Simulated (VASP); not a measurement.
Energy against volume of PdIn (CsCl type). Method: SCAN meta-GGA, VASP's PBE PAW potentials (set 64) (plane waves; VASP).

| V (Å³/atom) | E (eV/atom) |
|---|---|
| 16.243 | -33.55893 |
| 16.761 | -33.58225 |
| 17.280 | -33.58973 |
| 17.798 | -33.58434 |
| 18.316 | -33.56704 |

**Question.** Fit a third-order Birch-Murnaghan equation of state.

**Answer.** 
| Item | Value |
|---|---|
| volume per atom | 17.31 Å^3/atom |
| bulk modulus | 136 GPa |
| pressure derivative of the bulk modulus | 3.92 |
| lattice constant a | 3.259 Å |

The compound is PdIn in the CsCl type structure. It was relaxed first.
